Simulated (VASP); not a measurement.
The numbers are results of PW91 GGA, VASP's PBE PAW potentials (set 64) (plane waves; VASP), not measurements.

VASP ran on this input.

POSCAR:
```
Zn
1.0
  1.3513782398  -2.3406562095   0.0000000000
  1.3513782398   2.3406562095   0.0000000000
  0.0000000000   0.0000000000   4.9330872121
Zn
2
direct
  0.3333330000   0.6666670000   0.2500000000
  0.6666670000   0.3333330000   0.7500000000
```

KPOINTS:
```
Automatic mesh
0
Gamma
16 16 8
0 0 0
```

### INCAR
```
! general
SYSTEM =Zn
PREC   =Accurate
ENCUT  =520   ! plane-wave cut-off (eV)
LREAL  =.FALSE.   ! projection in real space or not
LASPH  =.TRUE.   ! aspherical one-centre terms

! electronic loop
EDIFF  =1E-7   ! SCF stop (eV)
NELM   =100
ALGO   =Normal
LMAXMIX=4   ! l cut-off of mixed one-centre charges

! smearing
ISMEAR =1   ! Methfessel-Paxton
SIGMA  =0.1   ! width (eV)

! functional
GGA    =91   ! PW91

! ions
IBRION =2   ! conjugate gradients
NSW    =30   ! most ionic steps
ISIF   =4   ! ions and shape, fixed volume
EDIFFG =-0.01   ! ionic stop

! output
LWAVE  =.FALSE.
LCHARG =.FALSE.
```

POTCAR, in this order: Zn (PBE.64 set). Program: vasp_std.

Problem. Predict the energy per atom (σ→0), band gap (on the k-mesh).

Solution. 
| Item | Value |
|---|---|
| energy per atom (σ→0) | -1.110 eV/atom |
| band gap (on the k-mesh) | none (metal, semimetal or under 0.01 eV) |

### OSZICAR
```
...
       N       E                     dE             d eps       ncg     rms          rms(c)
DAV:   1    -0.222809802702E+01   -0.75224E-02   -0.15676E-01  5552   0.381E+00    0.538E-01
DAV:   2    -0.222334234484E+01    0.47557E-02   -0.44177E-03  5216   0.129E+00    0.324E-01
DAV:   3    -0.222078518946E+01    0.25572E-02   -0.32688E-03  6576   0.101E+00    0.340E-02
DAV:   4    -0.222081689411E+01   -0.31705E-04   -0.42233E-04  5048   0.253E-01    0.225E-02
DAV:   5    -0.222081660675E+01    0.28736E-06   -0.43801E-06  5872   0.495E-02    0.305E-03
DAV:   6    -0.222081660259E+01    0.41587E-08   -0.39246E-07  4744   0.124E-02
   5 F= -.22208166E+01 E0= -.22207545E+01  d E =-.378225E-02
```

The compound is Zn in the hcp structure. This cell is one point of a volume scan, at 1.03 of the reference volume. Symmetry was kept, so distortions that lower it aren't found.
